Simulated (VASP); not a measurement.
Crystal: Al.

```
Al
1.0
     0.00000    2.02481    2.02481
     2.02481    0.00000    2.02481
     2.02481    2.02481    0.00000
Al
1
Cartesian
  0.0000 0.0000 0.0000
```

* Program: VASP 6.6.1
* Task: relaxation of cell and atoms
* Functional: PBEsol
* Potentials or basis: VASP PAW PBE potentials, release 64 (Al)
* Cutoff: 600 eV
* k mesh: 16 × 16 × 16
* Occupations: methfessel-paxton, width 0.1 eV
* Spin: no spin polarisation

At the start: pressure -2.0 GPa; volume 16.60 Å³/atom.

Question: Where does the relaxation end?

Answer: Over 3 steps the energy falls by 2.7 meV/atom and the volume is 16.19 Å³/atom (-2.5 %); space group Fm-3m (No. 225, to 0.05 Å).

Step by step:
```
step  energy change (eV)  largest force (eV/Å)  pressure (GPa)  volume (Å³)
   1              0.0000                0.0000           -2.01        16.60
   2             -0.0026                0.0000            0.43        16.11
   3             -0.0027                0.0000            0.00        16.19
```

Final structure:
```xyz
1
Lattice="0.0000 2.0078 2.0078 2.0078 0.0000 2.0078 2.0078 2.0078 0.0000" Properties=species:S:1:pos:R:3 pbc="T T T"
Al    0.0000    0.0000    0.0000
```

Caveat: the PAW data sets were made with another functional, which shifts forces and pressure a little.
